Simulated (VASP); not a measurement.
**InTeF: structure and properties in VASP**

What structure does InTeF take at this level, and what are its properties? The steps: rough relaxation of the start cell, relaxing cell and atoms (r2SCAN), second relaxation, density, ELF and potential (r2SCAN), bands along the symmetry lines (r2SCAN), density of states (r2SCAN), vibrations at Γ (r2SCAN), volume scan with r2SCAN and fit for r2SCAN. The cell is invented: it takes the structure of a Materials Project entry for YSF (space group 129 there), with some of its atoms replaced by other elements, volume scaled by an estimate. It may not be a known or stable phase.

Program: VASP 6.6.1. Level of theory: r2SCAN; plane waves and PAW (Te, In_d, F); invented cell. Results are calculated unless marked as measured.

## 1. Starting point

Before any relaxation, the start is as follows. Symmetry: P4/nmm, No. 129, tetragonal system. Conventional cell: a = 4.099 Å, b = 4.099 Å, c = 7.416 Å, α = 90.00°, β = 90.00°, γ = 90.00°. Te has 5 In at 3.05 to 3.10 Å nearest. In has 4 F at 2.65 Å and 5 Te at 3.05 to 3.10 Å nearest. Nearest to F lie 4 In at 2.65 Å. It derives from YSF. it takes the structure of a Materials Project entry for YSF (space group 129 there), with some of its atoms replaced by other elements, volume scaled by an estimate. Farther neighbours and most contacts between anions are not listed.

## 2. Rough relaxation of the start cell

The start is only an estimate, so a cheap relaxation brings it near a minimum before any careful run. r2SCAN adds the kinetic-energy density, costs more than a GGA and is run with LASPH.

INCAR reads:

```
SYSTEM = InTeF
PREC = Normal
ENCUT = 520
EDIFF = 1E-05
NELM = 60
ISMEAR = 0
SIGMA = 0.05
LREAL = .FALSE.
ALGO = Normal
METAGGA = R2SCAN
LASPH = .TRUE.
NBANDS = 32
LORBIT = 11
LWAVE = .FALSE.
LCHARG = .FALSE.
KPAR = 2
IBRION = 2
NSW = 40
ISIF = 3
EDIFFG = -0.04
```

POSCAR reads:

```
InTeF
1.0
    4.0986530000      0.0000000000      0.0000000000
    0.0000000000      4.0986530000      0.0000000000
    0.0000000000      0.0000000000      7.4159160000
Te In F
2 2 2
Direct
    0.0000000000      0.5000000000      0.6455671900
    0.5000000000      0.0000000000      0.3544328100
    0.0000000000      0.5000000000      0.2272280200
    0.5000000000      0.0000000000      0.7727719800
    0.0000000000      0.0000000000      0.0000000000
    0.5000000000      0.5000000000      0.0000000000
```

KPOINTS reads:

```
Automatic mesh
0
Gamma
4 4 3
0 0 0
```

The projector-augmented-wave data sets are Te, In_d and F (PBE family, release 64).

Launch:

```bash
$ mpirun -np 2 vasp_std
```

What it wrote:

```text
[banner, memory and clock lines left out]
running    2 mpi-ranks, on    1 nodes
 distrk:  each k-point on    1 cores,    2 groups
 distr:  one band on    1 cores,    1 groups

 POSCAR found type information on POSCAR TeInF
 POSCAR found :  3 types and       6 ions
|                                                                             |
|               ----> ADVICE to this user running VASP <----                  |
|                                                                             |
|     You enforced a specific xc type in the INCAR file but a different       |
|     [... a line on the potential file left out ...]
|     I HOPE YOU KNOW WHAT YOU ARE DOING!                                     |
|                                                                             |

 LDA part: xc-table for (None), standard interpolation
 POSCAR, INCAR and KPOINTS ok, starting setup
 FFT: planning ... GRIDC
 FFT: planning ... GRID_SOFT
 FFT: planning ... GRID
 WAVECAR not read
 entering main loop
       N       E                     dE             d eps       ncg     rms          rms(c)
DAV:   1     0.448898468469E+03    0.44890E+03   -0.24124E+04   768   0.190E+03
DAV:   2    -0.419674758652E+02   -0.49087E+03   -0.47252E+03   808   0.493E+02
DAV:   3    -0.118571033219E+03   -0.76604E+02   -0.74928E+02  1016   0.191E+02
DAV:   4    -0.122028697196E+03   -0.34577E+01   -0.34461E+01   872   0.401E+01
DAV:   5    -0.122168889550E+03   -0.14019E+00   -0.14015E+00  1176   0.823E+00    0.113E+01
DAV:   6    -0.108056652403E+03    0.14112E+02   -0.85239E+00  1056   0.379E+01    0.667E+00
DAV:   7    -0.108165011509E+03   -0.10836E+00   -0.15616E+00   888   0.675E+00    0.376E+00
DAV:   8    -0.108204254015E+03   -0.39243E-01   -0.27851E-01   936   0.440E+00    0.174E+00
DAV:   9    -0.108198919221E+03    0.53348E-02   -0.12540E-01  1048   0.271E+00    0.517E-01
DAV:  10    -0.108199429286E+03   -0.51006E-03   -0.15099E-02   952   0.792E-01    0.282E-01
DAV:  11    -0.108199647905E+03   -0.21862E-03   -0.47831E-03  1000   0.508E-01    0.186E-01
DAV:  12    -0.108199481387E+03    0.16652E-03   -0.10146E-03   984   0.235E-01    0.103E-01
DAV:  13    -0.108199502723E+03   -0.21336E-04   -0.89753E-05   872   0.834E-02    0.306E-02
DAV:  14    -0.108199497890E+03    0.48327E-05   -0.12215E-05   568   0.327E-02
   1 F= -.10819950E+03 E0= -.10819640E+03  d E =-.108199E+03
 curvature:   0.00 expect dE= 0.000E+00 dE for cont linesearch  0.000E+00
 trial: gam= 0.00000 g(F)=  0.282E+00 g(S)=  0.330E-01 ort = 0.000E+00 (trialstep = 0.100E+01)
 search vector abs. value=  0.315E+00
 bond charge predicted
       N       E                     dE             d eps       ncg     rms          rms(c)
DAV:   1    -0.108341807404E+03   -0.14230E+00   -0.60181E+01   840   0.404E+01    0.494E+00
DAV:   2    -0.108505055312E+03   -0.16325E+00   -0.29990E+00  1128   0.145E+01    0.178E+00
DAV:   3    -0.108475717810E+03    0.29338E-01   -0.14844E-01   896   0.370E+00    0.107E+00
DAV:   4    -0.108466150849E+03    0.95670E-02   -0.37289E-02  1040   0.251E+00    0.549E-01
DAV:   5    -0.108465062384E+03    0.10885E-02   -0.59815E-03  1176   0.730E-01    0.431E-01
DAV:   6    -0.108465162989E+03   -0.10061E-03   -0.79848E-04   896   0.256E-01    0.209E-01
DAV:   7    -0.108465152868E+03    0.10121E-04   -0.50410E-04  1192   0.255E-01    0.538E-02
DAV:   8    -0.108465154136E+03   -0.12675E-05   -0.68764E-05   816   0.676E-02
   2 F= -.10846515E+03 E0= -.10846106E+03  d E =-.265656E+00
[... from here on, the cycles between the ionic steps are left out ...]
   3 F= -.10865326E+03 E0= -.10865078E+03  d E =-.453767E+00
   4 F= -.10866520E+03 E0= -.10866278E+03  d E =-.465706E+00
   5 F= -.10883271E+03 E0= -.10882823E+03  d E =-.167507E+00
   6 F= -.10911308E+03 E0= -.10910965E+03  d E =-.447876E+00
   7 F= -.10926733E+03 E0= -.10926396E+03  d E =-.154252E+00
   8 F= -.10929761E+03 E0= -.10929390E+03  d E =-.184526E+00
   9 F= -.10930304E+03 E0= -.10929966E+03  d E =-.189964E+00
  10 F= -.10936452E+03 E0= -.10936135E+03  d E =-.614763E-01
  11 F= -.10937384E+03 E0= -.10937064E+03  d E =-.707982E-01
  12 F= -.10937455E+03 E0= -.10937134E+03  d E =-.715100E-01
  13 F= -.10937785E+03 E0= -.10937462E+03  d E =-.330017E-02
  14 F= -.10937845E+03 E0= -.10937523E+03  d E =-.389988E-02
  15 F= -.10937842E+03 E0= -.10937519E+03  d E =-.387129E-02
  16 F= -.10937839E+03 E0= -.10937516E+03  d E =-.383497E-02
  17 F= -.10937950E+03 E0= -.10937630E+03  d E =-.111366E-02
 ZBRENT: can't locate minimum, use default step
 trial-energy change:   -0.001114  1 .order   -0.000946   -0.001013   -0.000879
 step:   4.0175(harm=  7.5657)  dis= 0.01833  next Energy=  -109.382204 (dE=-0.382E-02)
 bond charge predicted
       N       E                     dE             d eps       ncg     rms          rms(c)
DAV:   1    -0.109385270746E+03   -0.57676E-02   -0.85655E-01   976   0.647E+00    0.638E-01
DAV:   2    -0.109383080252E+03    0.21905E-02   -0.29051E-02   928   0.167E+00    0.239E-01
DAV:   3    -0.109382082298E+03    0.99795E-03   -0.35960E-03  1160   0.644E-01    0.111E-01
DAV:   4    -0.109381860770E+03    0.22153E-03   -0.46420E-04  1192   0.246E-01    0.557E-02
DAV:   5    -0.109381934127E+03   -0.73357E-04   -0.10762E-04   928   0.945E-02    0.402E-02
DAV:   6    -0.109381946360E+03   -0.12233E-04   -0.13521E-05   520   0.318E-02    0.138E-02
DAV:   7    -0.109381950401E+03   -0.40413E-05   -0.57258E-06   416   0.240E-02
  18 F= -.10938195E+03 E0= -.10937884E+03  d E =-.356201E-02
 curvature:  -3.09 expect dE=-0.621E-03 dE for cont linesearch -0.468E-03
 trial: gam=-0.21902 g(F)=  0.127E-03 g(S)=  0.734E-04 ort = 0.420E-03 (trialstep = 0.161E+01)
 search vector abs. value=  0.729E-04
 reached required accuracy - stopping structural energy minimisation
```

Elapsed: 4.4 min, on 2 MPI ranks of Intel Xeon 6975P-C (Granite Rapids), shared host; peak memory 0.38 GiB; 7.9 min of CPU time.

Lines that name or quote the potential files are left out of all logs, and their timing lines are given in words.

Parts of OUTCAR (step 2):

```text
ion  position               nearest neighbor table
   1  0.000  0.500  0.646-   4 3.05   4 3.05   4 3.05   4 3.05   3 3.10   2 3.61   2 3.61   2 3.61
                             2 3.61
   2  0.500  0.000  0.354-   3 3.05   3 3.05   3 3.05   3 3.05   4 3.10   1 3.61   1 3.61   1 3.61
                             1 3.61
   3  0.000  0.500  0.227-   5 2.65   6 2.65   5 2.65   6 2.65   2 3.05   2 3.05   2 3.05   2 3.05
                             1 3.10
   4  0.500  0.000  0.773-   5 2.65   6 2.65   6 2.65   5 2.65   1 3.05   1 3.05   1 3.05   1 3.05
                             2 3.10
   5  0.000  0.000  0.000-   3 2.65   4 2.65   3 2.65   4 2.65
   6  0.500  0.500  0.000-   3 2.65   4 2.65   4 2.65   3 2.65

  LATTYP: Found a simple tetragonal cell.
 ALAT       =     4.0986530000
 C/A-ratio  =     1.8093544391

 Subroutine GETGRP returns: Found 16 space group operations
 (whereof  8 operations were pure point group operations)

The static configuration has the point symmetry D_2d.
 The point group associated with its full space group is D_4h.

 Found     12 irreducible k-points:

   k-points           NKPTS =     12   k-points in BZ     NKDIM =     12   number of bands    NBANDS=     32

   dimension x,y,z NGX =    24 NGY =   24 NGZ =   42
   dimension x,y,z NGXF=    48 NGYF=   48 NGZF=   84

   ENCUT  =  520.0 eV  38.22 Ry    6.18 a.u.   7.62  7.62 13.79*2*pi/ulx,y,z

   NELECT =      52.0000    total number of electrons

 k-points in reciprocal lattice and weights: Automatic mesh
   0.00000000  0.00000000  0.00000000       0.021
   0.25000000  0.00000000  0.00000000       0.083
   0.50000000  0.00000000  0.00000000       0.042
   0.25000000  0.25000000  0.00000000       0.083
   0.50000000  0.25000000  0.00000000       0.083
   0.50000000  0.50000000  0.00000000       0.021
   0.00000000  0.00000000  0.33333333       0.042
   0.25000000  0.00000000  0.33333333       0.167
   0.50000000  0.00000000  0.33333333       0.083
   0.25000000  0.25000000  0.33333333       0.167
   0.50000000  0.25000000  0.33333333       0.167
   0.50000000  0.50000000  0.33333333       0.042

 average (electrostatic) potential at core
       1 -92.5237       2 -92.5237       3-100.8368       4-100.8368       5 -78.3655
       6 -78.3655

 E-fermi :   6.5148

 k-point     1 :       0.0000    0.0000    0.0000
  band No.  band energies     occupation
    ...
     22       4.6215      2.00000
     23       5.5191      2.00000
     24       5.5191      2.00000
     25       5.7611      2.00000
     26       5.7611      2.00000
     27       6.6713      0.00001
     28       7.8772      0.00000
     29       9.6922      0.00000
     30      11.0952      0.00000
     31      11.6194      0.00000
    ...

 k-point     2 :       0.2500    0.0000    0.0000
  band No.  band energies     occupation
    ...
     22       2.4456      2.00000
     23       3.2182      2.00000
     24       5.4846      2.00000
     25       5.9923      2.00000
     26       6.2435      2.00000
     27       8.1857      0.00000
     28       8.2610      0.00000
     29      11.0665      0.00000
     30      11.0672      0.00000
     31      12.0030      0.00000
    ...

 k-point     3 :       0.5000    0.0000    0.0000
  band No.  band energies     occupation
    ...
     20       0.4461      2.00000
     21       1.2912      2.00000
     22       1.2912      2.00000
     23       4.4981      2.00000
     24       4.4981      2.00000
     25       6.7565      0.00000
     26       6.7565      0.00000
     27       8.1224      0.00000
     28       8.1224      0.00000
     29      11.5744      0.00000
    ...

  Total        0.0121532      0.0121532     -0.0939646      0.0000000      0.0000000     -0.0000000
  in kB        0.1524854      0.1524854     -1.1789667      0.0000000      0.0000000     -0.0000000
  external PRESSURE =      -0.2913320 kB  Pullay stress =       0.0000000 kB

  energy-cutoff  :      520.00
  volume of cell :      127.69
      direct lattice vectors                 reciprocal lattice vectors
     3.808591470  0.000000000  0.000000000     0.262564260  0.000000000 -0.000000000
     0.000000000  3.808591470  0.000000000     0.000000000  0.262564260 -0.000000000
     0.000000000  0.000000000  8.803276400    -0.000000000 -0.000000000  0.113594071

 POSITION                                       TOTAL-FORCE (eV/Angst)
 -----------------------------------------------------------------------------------
      0.00000      1.90430      5.93975        -0.000000     -0.000000     -0.036347
      1.90430      0.00000      2.86353         0.000000      0.000000      0.036347
      3.80859      1.90430      1.49831        -0.000000     -0.000000     -0.000270
      1.90430      0.00000      7.30497         0.000000      0.000000      0.000270
      3.80859      0.00000      0.00000         0.000000      0.000000      0.000000
      1.90430      1.90430      0.00000         0.000000     -0.000000      0.000000
 -----------------------------------------------------------------------------------
    total drift:                                0.000000     -0.000000      0.000000

  FREE ENERGIE OF THE ION-ELECTRON SYSTEM (eV)
  ---------------------------------------------------
  free  energy   TOTEN  =      -109.3819504013 eV

  energy  without entropy=     -109.3757242347  energy(sigma->0) =     -109.37883732

 reached required accuracy - stopping structural energy minimisation

 total charge
# of ion       s       p       d       tot
------------------------------------------
    1        1.397   2.002   0.027   3.426
    2        1.397   2.002   0.027   3.426
    3        0.776   0.461   9.927  11.163
    4        0.776   0.461   9.927  11.163
    5        1.757   4.361   0.000   6.119
    6        1.757   4.361   0.000   6.119
--------------------------------------------------
tot          7.860  13.648  19.907  41.416

[... 3 further parts left out ...]
```

CONTCAR:

```
InTeF
   1.00000000000000
     3.8085914699730807    0.0000000000000000    0.0000000000000000
     0.0000000000000000    3.8085914699730807    0.0000000000000000
     0.0000000000000000    0.0000000000000000    8.8032763995290413
  Te              In              F
     2     2     2
Direct
     0.0000000000000000    0.5000000000000000    0.6747204993931117
     0.5000000000000000    0.0000000000000000    0.3252795006068885
     1.0000000000000000    0.5000000000000000    0.1701988559914714
     0.5000000000000000    0.0000000000000000    0.8298011440085290
     1.0000000000000000    0.0000000000000000    0.0000000000000000
     0.5000000000000000    0.5000000000000000    0.0000000000000000
```

The k-mesh is coarse for a metal. This relaxation is a rough one on cheap settings, only to bring the start near its minimum. The PAW data sets were made with PBE, which is usual practice but a small mismatch for other functionals. The run keeps the 16 symmetry operations of its start, so it cannot find a distortion of lower symmetry.

The steps of the relaxation:

| step | energy less that of the first step (eV) | largest force (eV/Å) | pressure (GPa) | volume (Å³) |
| --- | --- | --- | --- | --- |
| 1 | 0.0000 | 1.4449 | -1.13 | 124.58 |
| 2 | -0.2657 | 1.1416 | 0.25 | 121.95 |
| 3 | -0.4538 | 0.6709 | 3.24 | 118.32 |
| 4 | -0.4657 | 0.4871 | 4.63 | 117.04 |
| 5 | -0.6332 | 0.3765 | 2.66 | 120.40 |
| 6 | -0.9136 | 0.3142 | -1.47 | 130.62 |
| 7 | -1.0678 | 0.5527 | -1.23 | 131.04 |
| 8 | -1.0981 | 0.8482 | -0.91 | 131.12 |
| 9 | -1.1035 | 0.7617 | -1.03 | 131.13 |
| 10 | -1.1650 | 0.3812 | 0.01 | 128.62 |
| 11 | -1.1743 | 0.2095 | 0.55 | 127.55 |
| 12 | -1.1751 | 0.1568 | 0.67 | 127.23 |
| 13 | -1.1784 | 0.0696 | -0.33 | 128.62 |
| 14 | -1.1790 | 0.0888 | -0.04 | 128.21 |
| 15 | -1.1789 | 0.0820 | -0.10 | 128.34 |
| 16 | -1.1789 | 0.0810 | -0.13 | 128.36 |
| 17 | -1.1800 | 0.0702 | -0.11 | 128.19 |
| 18 | -1.1825 | 0.0363 | -0.03 | 127.69 |

```csv
cell as run,before,after,change
a (Å),4.099,3.809,-7.1 %
b (Å),4.099,3.809,-7.1 %
c (Å),7.416,8.803,+18.7 %
volume (Å³/atom),20.76,21.28,+2.5 %
```

The atoms that moved most (Å, as changes of fractional coordinates times the final cell):

```
atom     dx     dy      dz  length
 In4  0.000  0.000   0.502   0.502
 In3  0.000  0.000  -0.502   0.502
 Te2  0.000  0.000  -0.257   0.257
 Te1  0.000  0.000   0.257   0.257
```

The relaxed structure:

```xyz
6
Lattice="3.8086 0.0000 0.0000 0.0000 3.8086 0.0000 0.0000 0.0000 8.8033" Properties=species:S:1:pos:R:3 pbc="T T T"
Te    0.0000    1.9043    5.9398
Te    1.9043    0.0000    2.8635
In    0.0000    1.9043    1.4983
In    1.9043    0.0000    7.3050
F     0.0000    0.0000    0.0000
F     1.9043    1.9043    0.0000
```

This step gave:

```yaml
electrons: 52
bands: 32
irreducible_k_points: 12
symmetry_operations: 16
free_energy_toten: -109.3820 eV
energy_at_zero_smearing: -109.3788 eV
fermi_energy: 6.515 eV
pressure: -0.02913 GPa
metallic: yes
scf_cycles_over_all_ionic_steps: 149
```

It ends with a largest force of 0.036 eV/Å and a pressure of -0.03 GPa.

(Continued in part 2 of 7.)

[Lines on the potential files, build, host, timing and source positions are cut from VASP's logs without a mark.]

[Logs are printed without paths, hosts, clocks, repeated set-up lines and the standing remarks that a program may print on its own settings, such as how far it seeks lower states.]

[Hosts, paths, dates, database ids (printed as entryN), source tags and the programs' standing remarks are cut or masked in the printed files.]

[A measured line is paired with the nearest computed mode of its activity, which favours agreement.]
